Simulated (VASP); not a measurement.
```yaml
crystal:
  lattice:
    - [3.48943, 0.00000, 0.00000]
    - [0.00000, 3.48943, 0.00000]
    - [0.00000, 0.00000, 3.48943]
  atoms:
    - { symbol: Ni, position: [0.50000, 0.00000, 0.50000] }
    - { symbol: Ni, position: [0.00000, 0.50000, 0.50000] }
    - { symbol: Ni, position: [0.50000, 0.50000, 0.00000] }
    - { symbol: Ge, position: [0.00000, 0.00000, 0.00000] }
```

Level of theory: LDA (Ceperley-Alder, Perdew-Zunger), VASP's LDA PAW potentials (set 64) (plane waves; VASP). Numerical set-up: 400 eV cut-off, 10×10×10 Γ-centred mesh, tetrahedra with Blöchl corrections, potentials Ni Ge_d.

**Question.** What does the run give for the energy per atom (σ→0), band gap (on the k-mesh) with the smallest direct gap where there is one?

**Answer.** 
```yaml
band gap (on the k-mesh): none (metal, semimetal or under 0.01 eV)
energy per atom (σ→0): -6.601 eV/atom
```

The absolute energy has meaning only against runs of the same code, potentials and settings.

The structure comes from a computed database's Ni3Ge entry (Pm-3m); how it stands against other phases isn't given here. It was relaxed first. The run is not spin-polarised, so no magnetic state was tried.
